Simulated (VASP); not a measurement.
VASP ran on this input.

POSCAR:
```
Mg
1
    3.1720200000     0.0000000000     0.0000000000
   -1.5860100000     2.7470500000     0.0000000000
    0.0000000000     0.0000000000     5.1412000000
Mg
2
Direct
  0.3401290000   0.6713730000   0.2486100000
  0.6598710000   0.3286270000   0.7513900000
```

INCAR:
```
ALGO = Normal
EDIFF = 1E-03
ENCUT = 150
GGA = PS
ISIF = 2
ISMEAR = 1
LASPH = T
LCHARG = F
LREAL = F
LWAVE = F
NELM = 100
PREC = Accurate
SIGMA = 0.1
SYSTEM = Mg
```

### KPOINTS
```
Automatic mesh
0
Gamma
8 8 8
0.5 0.5 0.5
```

POTCAR, in this order: Mg (PBE.64 set). Program: vasp_std.

### Question
Translate this PBEsol calculation to Quantum ESPRESSO's pw.x.

### Answer
One equivalent input (not run):
```
&CONTROL
  calculation = 'scf'
  pseudo_dir = './pseudo'
  outdir = './out'
  tprnfor = .true.
  tstress = .true.
/
&SYSTEM
  ibrav = 0
  nat = 2
  ntyp = 1
  ecutwfc = 84
  occupations = 'smearing'
  smearing = 'methfessel-paxton'
  degauss = 0.00735
  input_dft = 'pbesol'
/
&ELECTRONS
  conv_thr = 7.3e-05
  electron_maxstep = 100
/
ATOMIC_SPECIES
  Mg 24.305 Mg.upf
CELL_PARAMETERS angstrom
     3.1720200    0.0000000    0.0000000
    -1.5860100    2.7470500    0.0000000
     0.0000000    0.0000000    5.1412000
ATOMIC_POSITIONS crystal
  Mg   0.3401290  0.6713730  0.2486100
  Mg   0.6598710  0.3286270  0.7513900
K_POINTS automatic
  8 8 8 1 1 1
```
The two are equivalent in intent, not identical: the potentials are each code's own (VASP's PAW set, PseudoDojo norm-conserving files in pw.x), so ENCUT and ecutwfc are chosen apart and not converted; conv_thr bounds pw.x's estimated SCF error, while EDIFF bounds the energy change between steps.

The structure comes from a computed database's Mg entry; how it stands against other phases isn't given here. The cell was not relaxed at this level, atoms are displaced from their ideal sites. The run is one of a series of settings (EDIFF = 1E-03, ENCUT = 150, KPOINTS 8×8×8 Γ-centred mesh shifted by (0.5, 0.5, 0.5) against the base run), some of them coarse on purpose.
